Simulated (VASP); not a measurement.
Data:

```xyz
2
Lattice="0.0000 3.0484 3.0484 3.0484 0.0000 3.0484 3.0484 3.0484 0.0000" Properties=species:S:1:pos:R:3 pbc="T T T"
V      0.0000     0.0000     0.0000
Si     1.5242     1.5242     1.5242
```
Starting moments (μB, in the order of the record's atoms V Si): 2.0 0.0.

Computed with r2SCAN meta-GGA, VASP's PBE PAW potentials (set 64) (plane waves; VASP). Settings: 400 eV cut-off, 9×9×9 Γ-centred mesh, first-order Methfessel-Paxton smearing of 0.10 eV, potentials V_sv Si.

Energy and stress use the plane-wave basis of the starting cell.

### Question
The ions, cell shape and volume are relaxed. Give the cell that the relaxation ends in.

### Answer

```xyz
2
Lattice="0.0000 2.7559 2.7559 2.7559 0.0000 2.7559 2.7559 2.7559 0.0000" Properties=species:S:1:pos:R:3 pbc="T T T"
V      0.0000     0.0000     0.0000
Si     1.3779     1.3779     1.3779
```
Space group F-43m (216), at a tolerance of 0.03 Å. The cell ends with -0.16 μB, on the sites -0.18 0.02 μB.

### Question
How do energy and volume change from the first to the last step?

### Answer
The energy (σ→0) changes by -314.8 meV/atom and the volume by -26.1 %, in 3 ionic steps.

```csv
step,E(σ→0) (eV),max force (eV/Å),pressure (GPa),volume (Å³)
1,-20.2644,0.000,-11.52,56.66
2,-20.8936,0.000,0.45,41.55
3,-20.8939,0.000,-0.04,41.86
```

The structure was generated: VSi was put into the zinc blende type (F-43m), which need not be its known phase. This run relaxes it. Symmetry was kept, so distortions that lower it aren't found.
